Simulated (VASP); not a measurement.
Here is the system:

```xyz
2
Lattice="0.0000 2.4855 2.4855 2.4855 0.0000 2.4855 2.4855 2.4855 0.0000" Properties=species:S:1:pos:R:3 pbc="T T T"
Gd     0.0000     0.0000     0.0000
N      2.4855     2.4855     2.4855
```

Computed with optB88-vdW, VASP's PBE PAW potentials (set 64) (plane waves; VASP 6.6.1). Run with 520 eV cut-off, 11×11×11 Γ-centred mesh, first-order Methfessel-Paxton smearing of 0.10 eV, potentials Gd_3 N.

The 4f electrons are frozen in the core of the lanthanide potential, so 4f levels, which can set the real gap, and their magnetism are missing.

### Question
Estimate the energy per atom (σ→0).

### Answer

```json
{
 "energy per atom (σ→0)": "-6.238 eV/atom"
}
```

Total energies compare only between runs with the same potentials, cut-off and functional.

The compound is GdN in the rock salt structure. It was relaxed first. The start is the result of an earlier pass.
